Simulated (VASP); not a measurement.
# TaTl (Pm-3m) in VASP: further runs

One crystal, TaTl, is run at these levels: LDA, SCAN, TB-mBJ, PBE; tasks: band structure, optical spectrum.

Everything below comes from runs of VASP 6.6.1. Logs are shortened: lines on timing, memory, paths and dates and some standing lists are left out, and cuts for length are marked.

## Step 1: The crystal as given

The structure is cubic, space group Pm-3m (No. 221). Conventional cell: a = 3.622 Å, b = 3.622 Å, c = 3.622 Å, α = 90.00°, β = 90.00°, γ = 90.00°. Ta (site symmetry m-3m) is surrounded by 8 Tl at 3.14 Å. Tl (site symmetry m-3m) has 8 Ta at 3.14 Å as nearest neighbours.

The cell was built by a generator and needn't be a form met in nature.

## Step 2: Band structure, LDA

The input, INCAR:

```
SYSTEM = TaTl
  ALGO = Normal
  EDIFF = 1E-7
  ENCUT = 520
  ISIF = 2
  ISMEAR = -1
  LASPH = .True.
  LCHARG = .False.
  LMAXMIX = 4
  LREAL = .False.
  LWAVE = .False.
  NBANDS = 19
  NELM = 80
  PREC = Accurate
  SIGMA = 0.05
```

The input, KPOINTS:

```
k-points
0
Gamma
  5 5 5
  0 0 0
```

The input, POSCAR:

```
TaTl
1.0
    3.6221205400      0.0000000000      0.0000000000
    0.0000000000      3.6221205400      0.0000000000
    0.0000000000      0.0000000000      3.6221205400
Ta Tl
1 1
Direct
    0.0000000000      0.0000000000      0.0000000000
    0.5000000000      0.5000000000      0.5000000000
```

The input, KPOINTS_OPT:

```
path GXMGRX,MR
20
line-mode
reciprocal
 0.0000000000  0.0000000000  0.0000000000  G
 0.0000000000  0.5000000000  0.0000000000  X

 0.0000000000  0.5000000000  0.0000000000  X
 0.5000000000  0.5000000000  0.0000000000  M

 0.5000000000  0.5000000000  0.0000000000  M
 0.0000000000  0.0000000000  0.0000000000  G

 0.0000000000  0.0000000000  0.0000000000  G
 0.5000000000  0.5000000000  0.5000000000  R

 0.5000000000  0.5000000000  0.5000000000  R
 0.0000000000  0.5000000000  0.0000000000  X

 0.5000000000  0.5000000000  0.0000000000  M
 0.5000000000  0.5000000000  0.5000000000  R
```

Potentials or basis: VASP PAW LDA potentials, release 64 (Ta_pv, Tl_d).

On the command line:

```console
> cat potpaw_LDA.64/Ta_pv/POTCAR potpaw_LDA.64/Tl_d/POTCAR > POTCAR
> mpirun -np 1 vasp_std > vasp.out
```

OUTCAR:

```text
SYSTEM = TaTl
   EDIFF = 1E-7
   ENCUT = 520
   ISIF = 2
   ISMEAR = -1
   LASPH = .True.
   LREAL = .False.
   NELM = 80
   PREC = Accurate

 ion  position               nearest neighbor table
   1  0.000  0.000  0.000-   2 3.14   2 3.14   2 3.14   2 3.14   2 3.14   2 3.14   2 3.14   2 3.14

   2  0.500  0.500  0.500-   1 3.14   1 3.14   1 3.14   1 3.14   1 3.14   1 3.14   1 3.14   1 3.14

  LATTYP: Found a simple cubic cell.
 ALAT       =     3.6221205400

  Lattice vectors:

 A1 = (   3.6221205400,   0.0000000000,   0.0000000000)
 A2 = (   0.0000000000,   3.6221205400,   0.0000000000)
 A3 = (   0.0000000000,   0.0000000000,   3.6221205400)

Analysis of symmetry for initial positions (statically):
=====================================================================
 Subroutine PRICEL returns:
 Original cell was already a primitive cell.

 Routine SETGRP: Setting up the symmetry group for a
 simple cubic supercell.

 Subroutine GETGRP returns: Found 48 space group operations
 (whereof 48 operations were pure point group operations)
 out of a pool of 48 trial point group operations.

The static configuration has the point symmetry O_h .

Analysis of symmetry for dynamics (positions and initial velocities):
=====================================================================
 Subroutine PRICEL returns:
 Original cell was already a primitive cell.

 Routine SETGRP: Setting up the symmetry group for a
 simple cubic supercell.

 Subroutine GETGRP returns: Found 48 space group operations
 (whereof 48 operations were pure point group operations)
 out of a pool of 48 trial point group operations.

The dynamic configuration has the point symmetry O_h .

 Subroutine INISYM returns: Found 48 space group operations
 (whereof 48 operations are pure point group operations),
 and found     1 'primitive' translations

----------------------------------------------------------------------------------------

                                     Primitive cell

  volume of cell :      47.5213

  direct lattice vectors                    reciprocal lattice vectors
     3.622120540  0.000000000  0.000000000     0.276081370  0.000000000  0.000000000
     0.000000000  3.622120540  0.000000000     0.000000000  0.276081370  0.000000000
     0.000000000  0.000000000  3.622120540     0.000000000  0.000000000  0.276081370

  length of vectors
     3.622120540  3.622120540  3.622120540     0.276081370  0.276081370  0.276081370

  position of ions in fractional coordinates (direct lattice)
     0.000000000  0.000000000  0.000000000
     0.500000000  0.500000000  0.500000000

  ion indices of the primitive-cell ions
   primitive index   ion index
                 1           1
                 2           2

----------------------------------------------------------------------------------------

 KPOINTS: k-points

Automatic generation of k-mesh.
 Grid dimensions read from file:
 generate k-points for:    5    5    5

 Generating k-lattice:

  Cartesian coordinates                     Fractional coordinates (reciprocal lattice)
     0.055216274  0.000000000  0.000000000     0.200000000  0.000000000  0.000000000
     0.000000000  0.055216274  0.000000000     0.000000000  0.200000000  0.000000000
     0.000000000  0.000000000  0.055216274     0.000000000  0.000000000  0.200000000

  Length of vectors
     0.055216274  0.055216274  0.055216274

  Shift w.r.t. Gamma in fractional coordinates (k-lattice)
     0.000000000  0.000000000  0.000000000

 Subroutine IBZKPT returns following result:
 ===========================================

 Found     10 irreducible k-points:

 Following reciprocal coordinates:
            Coordinates               Weight
  0.000000  0.000000  0.000000      1.000000
  0.200000  0.000000  0.000000      6.000000
  0.400000  0.000000  0.000000      6.000000
  0.200000  0.200000  0.000000     12.000000
  0.400000  0.200000  0.000000     24.000000
  0.400000  0.400000  0.000000     12.000000
  0.200000  0.200000  0.200000      8.000000
  0.400000  0.200000  0.200000     24.000000
  0.400000  0.400000  0.200000     24.000000
  0.400000  0.400000  0.400000      8.000000
   k-points           NKPTS =     10   k-points in BZ     NKDIM =     10   number of bands    NBANDS=     19
   number of dos      NEDOS =    301   number of ions     NIONS =      2
   total plane-waves  NPLWV =  21952
   dimension x,y,z NGX =    28 NGY =   28 NGZ =   28
   dimension x,y,z NGXF=    56 NGYF=   56 NGZF=   56
   ions per type =               1   1
   NGX,Y,Z   is equivalent  to a cutoff of  12.85, 12.85, 12.85 a.u.
   NGXF,Y,Z  is equivalent  to a cutoff of  25.70, 25.70, 25.70 a.u.
 SYSTEM =  TaTl
   PREC   = accura    normal or accurate (medium, high low for compatibility)
   ISTART =      0    job   : 0-new  1-cont  2-samecut
   ICHARG =      2    charge: 1-file 2-atom 10-const
   ISPIN  =      1    spin polarized calculation?
   LNONCOLLINEAR =      F non collinear calculations
   LSORBIT =      F    spin-orbit coupling
   LASPH  =      T    aspherical Exc in radial PAW
   ENCUT  =  520.0 eV  38.22 Ry    6.18 a.u.   6.73  6.73  6.73*2*pi/ulx,y,z
   NELM   =     80;   NELMIN=  2; NELMDL= -5     # of ELM steps
   EDIFF  = 0.1E-06   stopping-criterion for ELM
   LREAL  =      F    real-space projection
   EDIFFG = 0.1E-05   stopping-criterion for IOM
   NSW    =      0    number of steps for IOM
   IBRION =     -1    ionic relax: 0-MD 1-quasi-New 2-CG
   NFREE  =      0    steps in history (QN), initial steepest desc. (CG)
   ISIF   =      2    stress and relaxation
   ISYM   =      2    0-nonsym 1-usesym 2-fastsym
   POTIM  = 0.5000    time-step for ionic-motion
   TEBEG  =    0.0;   TEEND  =   0.0 temperature during run
   PSTRESS=    0.0 pullay stress
   NELECT =      24.0000    total number of electrons
   NUPDOWN=      -1.0000    fix difference up-down
   EMIN   =  10.00;   EMAX   =-10.00  energy-range for DOS
   EFERMI =   0.00;   METHOD = LEGACY
   ISMEAR =    -1;   SIGMA  =   0.05  broadening in eV -4-tet -1-fermi 0-gaus
   EFERMI_NEDOS =   21; number of points for ismear=-14 and -15
   IALGO  =     38    algorithm
   IMIX   =      4    mixing-type and parameters
     AMIX     =   0.40;   BMIX     =  1.00
     AMIX_MAG =   1.60;   BMIX_MAG =  1.00
  volume/ion in A,a.u.               =      23.76       160.34
  Fermi-wavevector in a.u.,A,eV,Ry     =   1.303714  2.463662 23.125419  1.699670
  Thomas-Fermi vector in A             =   2.434698
   LORBIT       =      0    0 simple, 1 ext, 2 COOP (PROOUT), +10 PAW based schemes
   GGA     = CA    functional components
   LHFCALC =     F    Hartree Fock is set to
   AEXX    =    0.0000 exact exchange contribution
   IVDW    =     0    specifies the selected vdW correction
   LEPSILON=     F    determine dielectric tensor
   LRPA    =     F    only Hartree local field effects (RPA)
 non-spin polarized calculation
  energy-cutoff  :      520.00
  volume of cell :       47.52
 maximum number of plane-waves:      1309
 NGX is ok and might be reduce to    28
   NGX = 13   NGY = 13   NGZ = 13

 number of electron      23.9999997 magnetization

 Free energy of the ion-electron system (eV)
  ---------------------------------------------------
  ext. energy  EPLUGINS =         0.00000000
  ---------------------------------------------------
  free energy    TOTEN  =       -13.67123650 eV

  energy without entropy =      -13.66178992  energy(sigma->0) =      -13.66651321

 E-fermi :   5.9972     XC(G=0): -11.4668

 val. band max:        5.8073707019   @ k =   0.4000   0.2000   0.2000
 cond. band min:       6.1209491227   @ k =   0.4000   0.2000   0.0000
 fundamental gap:      0.3135784208
 Fermi energy:         5.9971836766

 k-point     1 :       0.0000    0.0000    0.0000
  band No.  band energies     occupation
      1     -28.8626      2.00000
      2     -28.8626      2.00000
      3     -28.8626      2.00000
      4      -5.4562      2.00000
      5      -5.4562      2.00000
      6      -5.1112      2.00000
[... 11 lines left out ...]
     18      10.7578      0.00000
     19      17.9959      0.00000

 k-point     2 :       0.2000    0.0000    0.0000
  band No.  band energies     occupation
      1     -28.8876      2.00000
      2     -28.8608      2.00000
      3     -28.8608      2.00000
      4      -5.4332      2.00000
      5      -5.3392      2.00000
      6      -5.1442      2.00000
[... 11 lines left out ...]
     18      13.1489      0.00000
     19      16.4378      0.00000

 k-point     3 :       0.4000    0.0000    0.0000
  band No.  band energies     occupation
      1     -28.9279      2.00000
      2     -28.8579      2.00000
      3     -28.8579      2.00000
      4      -5.3955      2.00000
      5      -5.1968      2.00000
      6      -5.1968      2.00000
[... 11 lines left out ...]
     18      13.9858      0.00000
     19      15.2545      0.00000

 k-point     4 :       0.2000    0.2000    0.0000
  band No.  band energies     occupation
      1     -28.8863      2.00000
      2     -28.8844      2.00000
      3     -28.8589      2.00000
      4      -5.3747      2.00000
      5      -5.2583      2.00000
      6      -5.2102      2.00000
[... 11 lines left out ...]
     18      15.0646      0.00000
     19      16.4141      0.00000

 k-point     5 :       0.4000    0.2000    0.0000
  band No.  band energies     occupation
      1     -28.9249      2.00000
      2     -28.8817      2.00000
      3     -28.8557      2.00000
      4      -5.3360      2.00000
      5      -5.3028      2.00000
      6      -5.2143      2.00000
[... 11 lines left out ...]
     18      13.9816      0.00000
     19      15.1626      0.00000

 k-point     6 :       0.4000    0.4000    0.0000
  band No.  band energies     occupation
      1     -28.9203      2.00000
      2     -28.9196      2.00000
      3     -28.8522      2.00000
      4      -5.4563      2.00000
      5      -5.2975      2.00000
      6      -5.2452      2.00000
[... 11 lines left out ...]
     18      13.4269      0.00000
     19      15.6169      0.00000

 k-point     7 :       0.2000    0.2000    0.2000
  band No.  band energies     occupation
      1     -28.8843      2.00000
      2     -28.8826      2.00000
      3     -28.8826      2.00000
      4      -5.2470      2.00000
      5      -5.2470      2.00000
      6      -5.2117      2.00000
[... 11 lines left out ...]
     18      15.3089      0.00000
     19      16.9530      0.00000

 k-point     8 :       0.4000    0.2000    0.2000
  band No.  band energies     occupation
      1     -28.9222      2.00000
      2     -28.8796      2.00000
      3     -28.8795      2.00000
      4      -5.3297      2.00000
      5      -5.2574      2.00000
      6      -5.2256      2.00000
[... 11 lines left out ...]
     18      12.6436      0.00000
     19      15.0250      0.00000

 k-point     9 :       0.4000    0.4000    0.2000
  band No.  band energies     occupation
      1     -28.9181      2.00000
      2     -28.9177      2.00000
      3     -28.8761      2.00000
      4      -5.4213      2.00000
      5      -5.2819      2.00000
      6      -5.2769      2.00000
[... 11 lines left out ...]
     18      12.9725      0.00000
     19      14.7893      0.00000

 k-point    10 :       0.4000    0.4000    0.4000
  band No.  band energies     occupation
      1     -28.9145      2.00000
      2     -28.9144      2.00000
      3     -28.9144      2.00000
      4      -5.3777      2.00000
      5      -5.3401      2.00000
      6      -5.3401      2.00000
[... 11 lines left out ...]
     18      11.1186      0.00000
     19      13.5673      0.00000

------------------------ aborting loop because EDIFF is reached ----------------------------------------

  FORCE on cell =-STRESS in cart. coord.  units (eV):
  Direction    XX          YY          ZZ          XY          YZ          ZX
  --------------------------------------------------------------------------------------
  -------------------------------------------------------------------------------------
  Total       -5.8421258     -5.8421258     -5.8421258      0.0000000      0.0000000      0.0000000
  in kB     -196.9666899   -196.9666899   -196.9666899      0.0000000      0.0000000      0.0000000
  external PRESSURE =    -196.9666899 kB  Pullay stress =       0.0000000 kB

 VOLUME and BASIS-vectors are now :
 -----------------------------------------------------------------------------
  energy-cutoff  :      520.00
  volume of cell :       47.52
      direct lattice vectors                 reciprocal lattice vectors
     3.622120540  0.000000000  0.000000000     0.276081370  0.000000000  0.000000000
     0.000000000  3.622120540  0.000000000     0.000000000  0.276081370  0.000000000
     0.000000000  0.000000000  3.622120540     0.000000000  0.000000000  0.276081370

 POSITION                                       TOTAL-FORCE (eV/Angst)
 -----------------------------------------------------------------------------------
      0.00000      0.00000      0.00000         0.000000      0.000000      0.000000
      1.81106      1.81106      1.81106         0.000000      0.000000      0.000000
 -----------------------------------------------------------------------------------
    total drift:                                0.000000      0.000000      0.000000

  FREE ENERGIE OF THE ION-ELECTRON SYSTEM (eV)
  ---------------------------------------------------
  free  energy   TOTEN  =       -13.6712364952 eV

  energy  without entropy=      -13.6617899205  energy(sigma->0) =      -13.66651321
```

Run time: 25 s. Hardware: 1 thread of Intel Xeon 6975P-C (Granite Rapids), shared host; peak memory 0.15 GiB.

Results:

```
Free energy             : -13.6712 eV
Pressure                : -19.7 GPa
Band gap along the path : none (metal or under the smearing width)
```

Levels at the corners of the path, in eV from the Fermi level:
```
point  band 9  band 10  band 11  band 12  band 13  band 14  band 15  band 16
    Γ   -9.64    -1.01    -1.01     1.75     1.75     1.75     3.42     3.42
    X   -6.89    -5.17    -1.03    -0.34    -0.34     1.60     2.61     7.70
    X   -6.89    -5.17    -1.03    -0.34    -0.34     1.60     2.61     7.70
    M   -6.15    -1.69    -1.69    -1.27     0.98     0.98     2.70     3.23
    M   -6.15    -1.69    -1.69    -1.27     0.98     0.98     2.70     3.23
    Γ   -9.64    -1.01    -1.01     1.75     1.75     1.75     3.42     3.42
    Γ   -9.64    -1.01    -1.01     1.75     1.75     1.75     3.42     3.42
    R   -3.52    -2.90    -2.90    -2.90     2.79     2.79     3.85     3.95
    R   -3.52    -2.90    -2.90    -2.90     2.79     2.79     3.85     3.95
    X   -6.89    -5.17    -1.03    -0.34    -0.34     1.60     2.61     7.70
    M   -6.15    -1.69    -1.69    -1.27     0.98     0.98     2.70     3.23
    R   -3.52    -2.90    -2.90    -2.90     2.79     2.79     3.85     3.95
```

Caveat: spin-orbit coupling is left out, which moves the levels of the heavy elements.

## Step 3: Band structure, LDA, spin-orbit coupling, no magnetisation

Edit INCAR of step 2 so:

```diff
@@ -4,2 +4,4 @@
   ENCUT = 520
+  GGA = CA
+  GGA_COMPAT = .False.
   ISIF = 2
@@ -9,5 +11,8 @@
   LMAXMIX = 4
+  LORBIT = 11
   LREAL = .False.
+  LSORBIT = .True.
   LWAVE = .False.
-  NBANDS = 19
+  MAGMOM = 0 0 0 0 0 0
+  NBANDS = 36
   NELM = 80
```

KPOINTS is that of step 2.

POSCAR is that of step 2.

KPOINTS_OPT is that of step 2.

Potentials or basis: VASP PAW LDA potentials, release 64 (Ta_pv, Tl_d).

On the command line:

```console
> cat potpaw_LDA.64/Ta_pv/POTCAR potpaw_LDA.64/Tl_d/POTCAR > POTCAR
> mpirun -np 1 vasp_ncl > vasp.out
```

Wall time 2.1 min (1 thread of Intel Xeon 6975P-C (Granite Rapids), shared host); peak memory 0.23 GiB.

It converged, with:

```yaml
Free_energy: -14.8395 eV
Pressure: -19.6 GPa
Valence_electrons_inside_the_program's_atomic_spheres: Ta 8.54; Tl 11.34
```

(Part 1 of 2 ends here.)
